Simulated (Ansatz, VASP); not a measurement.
# Two plane-wave programs on Ge3Pd

The input INCAR:

```
  PREC = Accurate
  ENCUT = 520
  EDIFF = 1E-6
  ISMEAR = -1
  SIGMA = 0.05
  LREAL = False
  LASPH = True
  NELM = 100
  ALGO = Normal
  ISIF = 2
  LWAVE = False
  LCHARG = False
  GGA = PS
  NBANDS = 34
```

Contents of KPOINTS:

```
regular mesh
0
Gamma
  7 7 7
```

The input POSCAR:

```
Ge3Pd
1.0
    4.2232597616      0.0000000000      0.0000000000
    0.0000000000      4.2232597616      0.0000000000
    0.0000000000      0.0000000000      4.2232597616
Pd Ge
1 3
Direct
    0.0000000000      0.0000000000      0.0000000000
    0.5000000000      0.5000000000      0.0000000000
    0.5000000000      0.0000000000      0.5000000000
    0.0000000000      0.5000000000      0.5000000000
```

The input input.yaml:

```yaml
crystal:
  lattice:
    - [4.2232597616, 0.0, 0.0]
    - [0.0, 4.2232597616, 0.0]
    - [0.0, 0.0, 4.2232597616]
  atoms:
    - { symbol: Pd, position: [0.0, 0.0, 0.0] }
    - { symbol: Ge, position: [0.5, 0.5, 0.0] }
    - { symbol: Ge, position: [0.5, 0.0, 0.5] }
    - { symbol: Ge, position: [0.0, 0.5, 0.5] }
hamiltonian:
  xc: pbesol
  pseudopotentials: { kind: paw }
kpoints:
  mp_grid: { grid: [7, 7, 7] }
scf:
  occupations: { method: fermi_dirac, width: 0.05 }
output:
  forces: true
  stress: true
  eigenvalues: true
```

The cell comes from a database or a generator and needn't be the stable form of this composition.

Alike in both runs: task single point; functional PBEsol; k mesh 7 × 7 × 7; occupations fermi-dirac, width 0.05 eV; no spin polarisation.

```csv
,VASP,Ansatz
version,VASP 6.6.1,Ansatz 0.2.0
potentials or method,"VASP PAW PBE potentials, release 64 (Pd, Ge_d)",Ansatz PAW
plane-wave cutoff (eV),520,420
valence electrons in the cell,52,60
```

Ansatz gave:

| Property | Result |
| --- | --- |
| gap on the k mesh at the Fermi level (eV) | none |
| pressure (GPa) | -8.6 |

**Question.** Which values does VASP return?

**Answer.** gap on the k mesh at the Fermi level (eV): none; pressure (GPa): -8.5.

A gap of «none» marks a metal or a gap that the smearing closes. The two sets of potentials don't hold the same shells in valence.

Caveats: the PAW data sets were made with another functional, which shifts forces and pressure a little (VASP); the PAW data sets come from PBE, with cores solved anew for the run's functional, which leaves a small shift of forces and pressure (Ansatz).
